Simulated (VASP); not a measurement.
All values below come from LDA (Ceperley-Alder, Perdew-Zunger), VASP's LDA PAW potentials (set 64) (plane waves; VASP).

Input for VASP

### INCAR
```
EDIFF  =  1E-7   # SCF stop (eV)
LORBIT  =  11   # lm-projected
NEDOS  =  601   # DOS grid
ALGO  =  Normal   # blocked Davidson
LREAL  =  .False.   # projection in real space or not
ENCUT  =  520   # plane-wave cut-off (eV)
LWAVE  =  .False.
LASPH  =  .True.
ISIF  =  2
ISMEAR  =  -5
SYSTEM  =  GaP
PREC  =  Accurate
LMAXMIX  =  4
LCHARG  =  .True.
NELM  =  100   # most electronic steps
```

### KPOINTS
```
kpoints
0
G
 10 10 10
```

POSCAR:
```
GaP
1
    0.0000000000     2.6968005789     2.6968005789
    2.6968005789     0.0000000000     2.6968005789
    2.6968005789     2.6968005789     0.0000000000
Ga P
1 1
Direct
  0.0000000000   0.0000000000   0.0000000000
  0.2500000000   0.2500000000   0.2500000000
```

POTCAR, in this order: Ga_d P (LDA.64 set). Program: vasp_std.

Output

### OSZICAR
```
       N       E                     dE             d eps       ncg     rms          rms(c)
DAV:   1     0.793008323415E+02    0.79301E+02   -0.92405E+03  1230   0.201E+03
DAV:   2    -0.438624861406E+01   -0.83687E+02   -0.80794E+02  1322   0.337E+02
DAV:   3    -0.106693140011E+02   -0.62831E+01   -0.62544E+01  1517   0.777E+01
DAV:   4    -0.107835818138E+02   -0.11427E+00   -0.11419E+00  1546   0.112E+01
DAV:   5    -0.107859510329E+02   -0.23692E-02   -0.23691E-02  1491   0.138E+00    0.449E+00
DAV:   6    -0.105085287660E+02    0.27742E+00   -0.45723E-01  1868   0.131E+01    0.289E+00
DAV:   7    -0.104578262839E+02    0.50702E-01   -0.10988E-01  1534   0.256E+00    0.107E+00
DAV:   8    -0.104531395859E+02    0.46867E-02   -0.12948E-02  1453   0.154E+00    0.195E-01
DAV:   9    -0.104531077781E+02    0.31808E-04   -0.10517E-03  1839   0.501E-01    0.600E-02
DAV:  10    -0.104531060802E+02    0.16979E-05   -0.52491E-05  1844   0.942E-02    0.221E-02
DAV:  11    -0.104531121713E+02   -0.60911E-05   -0.79435E-06  1525   0.489E-02    0.531E-03
DAV:  12    -0.104531119699E+02    0.20139E-06   -0.72554E-07  1544   0.128E-02    0.374E-03
DAV:  13    -0.104531119719E+02   -0.19340E-08   -0.12161E-07   927   0.368E-03
   1 F= -.10453112E+02 E0= -.10453112E+02  d E =0.000000E+00
```

### OUTCAR
```
------------------------ aborting loop because EDIFF is reached ----------------------------------------
  FORCE on cell =-STRESS in cart. coord.  units (eV):
  Direction    XX          YY          ZZ          XY          YZ          ZX
  --------------------------------------------------------------------------------------
  Total        0.0017114      0.0017114      0.0017114      0.0000000      0.0000000     -0.0000000
  in kB        0.0699015      0.0699015      0.0699015      0.0000000      0.0000000     -0.0000000
  external PRESSURE =       0.0699015 kB  Pullay stress =       0.0000000 kB
  volume of cell :       39.23
      direct lattice vectors                 reciprocal lattice vectors
     0.000000000  2.696800579  2.696800579    -0.185404885  0.185404885  0.185404885
     2.696800579  0.000000000  2.696800579     0.185404885 -0.185404885  0.185404885
     2.696800579  2.696800579  0.000000000     0.185404885  0.185404885 -0.185404885
  FREE ENERGIE OF THE ION-ELECTRON SYSTEM (eV)
  ---------------------------------------------------
  free  energy   TOTEN  =       -10.4531119719 eV

  energy  without entropy=      -10.4531119719  energy(sigma->0) =      -10.45311197

 total charge

# of ion       s       p       d       tot
------------------------------------------
    1        0.878   0.894  10.017  11.789
    2        1.023   1.533   0.000   2.556
--------------------------------------------------
tot          1.901   2.427  10.017  14.345
```
(Selected blocks of OUTCAR.)

The compound is GaP in the zinc blende structure. It was relaxed first.
